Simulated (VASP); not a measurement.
Data:

```xyz
2
Lattice="1.3906 -2.4086 0.0000 1.3906 2.4086 0.0000 0.0000 0.0000 4.4853" Properties=species:S:1:pos:R:3 pbc="T T T"
Re     1.3906     0.8029     1.1213
Re     1.3906    -0.8029     3.3640
```

All values below come from optB88-vdW, VASP's PBE PAW potentials (set 64) (plane waves; VASP 6.6.1). Settings: 520 eV cut-off, Gaussian smearing of 0.050 eV, potentials Re.

Unless said otherwise, spin-orbit coupling is left out, though it shifts the bands of the heavy elements here.

Task: What does the run give for the band gap (along the path) with the smallest direct gap where there is one?

Result: 
```yaml
band gap (along the path): none (metal, semimetal or under 0.01 eV)
```

The absolute energy has meaning only against runs of the same code, potentials and settings.

The compound is Re in the hcp structure. It was relaxed first.
